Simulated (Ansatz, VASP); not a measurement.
One calculation of AlB2N3, two programs

File INCAR:

```
ALGO     = Normal         # electronic algorithm
EDIFF    = 1E-6           # SCF threshold, eV
EDIFFG   = -0.04          # ionic threshold
ENCUT    = 600            # plane-wave cutoff, eV
GGA      = PE             # functional
IBRION   = 2              # ionic algorithm
ISIF     = 3              # what is computed and relaxed
ISMEAR   = 0              # smearing method
LASPH    = True           # aspherical terms in the spheres
LCHARG   = False          # write CHGCAR
LREAL    = False          # projectors in reciprocal space
LWAVE    = False          # write WAVECAR
NELM     = 80             # most SCF steps
NSW      = 90             # ionic steps
PREC     = Accurate       # precision mode
SIGMA    = 0.1            # smearing width, eV
```

KPOINTS

```
k-points
0
Gamma
  6 6 2
```

Contents of POSCAR:

```
AlB2N3
1.0
    3.0788343700      0.0000000000      0.0000000000
   -1.5394171900      2.6663487800      0.0000000000
    0.0000000000      0.0000000000      7.5415732200
Al B N
1 2 3
Direct
    0.0000000000      0.0000000000      0.0000000000
    0.3333333300      0.6666666700      0.6666666700
    0.6666666700      0.3333333300      0.3333333300
    0.6666666700      0.3333333300      0.8333333300
    0.3333333300      0.6666666700      0.1666666700
    0.0000000000      0.0000000000      0.5000000000
```

Input for Ansatz:

```yaml
crystal:
  lattice:
    - [3.07883437, 0.0, 0.0]
    - [-1.53941719, 2.66634878, 0.0]
    - [0.0, 0.0, 7.54157322]
  atoms:
    - { symbol: Al, position: [0.0, 0.0, 0.0] }
    - { symbol: B, position: [0.33333333, 0.66666667, 0.66666667] }
    - { symbol: B, position: [0.66666667, 0.33333333, 0.33333333] }
    - { symbol: "N", position: [0.66666667, 0.33333333, 0.83333333] }
    - { symbol: "N", position: [0.33333333, 0.66666667, 0.16666667] }
    - { symbol: "N", position: [0.0, 0.0, 0.5] }
basis:
  ecutwfc: 420
kpoints:
  mp_grid: { grid: [6, 6, 2] }
hamiltonian:
  xc: pbe
scf:
  occupations: { method: gaussian, width: 0.1 }
  lower_state_search: "off"
output:
  forces: true
  stress: true
  eigenvalues: true
relax:
  adjacent_minimum: "off"
  f_tol: 0.04
  max_steps: 70
  cell: { stress_tol: 0.4 }
```

Alike in both runs: task relaxation of cell and atoms; functional PBE; k mesh 6 × 6 × 2; occupations gaussian, width 0.1 eV; no spin polarisation.

```csv
,VASP,Ansatz
version,VASP 6.6.1,Ansatz 0.2.0
potentials or method,"VASP PAW PBE potentials, release 64 (Al, B, N)","scalar-relativistic, plane waves, PAW"
plane-wave cutoff (eV),600,420
valence electrons in the cell,24,24
```

VASP gave:

| Item | Value |
| --- | --- |
| gap on the k mesh at the Fermi level, each at its own relaxed structure (eV) | 1.70 |
| relaxed volume (Å³/atom) | 6.39 |
| relaxed cell length with the largest relative difference (Å) | 2.623 |
| energy change over the relaxation (meV/atom) | -1052 |

**Question.** What did Ansatz give for the same quantities?

**Answer.** gap on the k mesh at the Fermi level, each at its own relaxed structure (eV): 1.70; relaxed volume (Å³/atom): 6.40; relaxed cell length with the largest relative difference (Å): 2.623; energy change over the relaxation (meV/atom): -1045.

Caveats: the volume moved by over 15 % at a fixed basis, so the end points are rough (VASP). PBE gaps usually lie below the measured ones, often by a third to a half. A k mesh can miss the band edges.
